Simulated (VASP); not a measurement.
Here is the system:

```
In2Sc
1.0
    2.23410    -6.82859     0.00000
    2.23410     6.82859     0.00000
    0.00000     0.00000     4.45889
Sc In
2 4
Cartesian
  2.23410  -4.69220   2.22945
  2.23410   4.69220   2.22945
  2.23410  -2.40476   0.00000
  2.23410   2.40476   0.00000
  2.23410   0.00000   2.22945
  0.00000   0.00000   0.00000
```

The numbers are results of PBEsol GGA, VASP's PBE PAW potentials (set 64) (plane waves; VASP), not measurements. Run with 300 eV cut-off, 4×4×4 Γ-centred mesh, Gaussian smearing of 0.27 eV, potentials Sc_sv In_d.

### Question
Give the energies of bands 30 to 43 at the high-symmetry points, in eV from the Fermi level.

### Answer

```tsv
band	Γ	Y	C0	Z	A0	T	S	R
30	-6.04	-8.01	-6.65	-6.71	-5.62	-6.93	-6.84	-5.59
31	-5.51	-2.65	-6.38	-5.25	-5.32	-6.42	-5.47	-5.20
32	-1.99	-1.86	-3.87	-4.13	-5.23	-4.11	-4.95	-4.79
33	-1.40	-1.68	-2.69	-2.57	-3.47	-1.44	-2.01	-3.59
34	-1.33	-1.56	-0.91	-2.26	-2.60	-1.41	-1.76	-3.17
35	-0.76	-1.44	-0.82	-0.99	-2.33	-1.10	-0.85	-2.20
36	-0.32	-0.48	-0.48	-0.01	-1.53	-0.91	-0.51	-1.25
37	-0.26	-0.28	-0.46	0.32	-0.81	-0.13	-0.12	-0.94
38	0.42	-0.27	0.42	0.82	-0.06	0.78	0.41	-0.56
39	1.29	1.37	1.32	0.89	0.02	1.42	1.33	0.09
40	1.38	1.75	1.39	1.52	1.51	1.70	1.66	1.73
41	1.42	1.86	1.53	1.56	1.74	1.73	1.67	1.81
42	1.43	1.90	1.81	1.56	1.86	1.80	1.67	1.92
43	1.85	2.05	1.93	1.75	1.93	2.33	1.89	1.94
```

It has no gap at this level: it comes out as a metal or semimetal.

The structure comes from a computed database's ScIn2 entry; how it stands against other phases isn't given here. The cell was not relaxed at this level. The k-mesh is coarse (spacing up to 0.37 per Å, 2π included), so the numbers may not be converged in it.
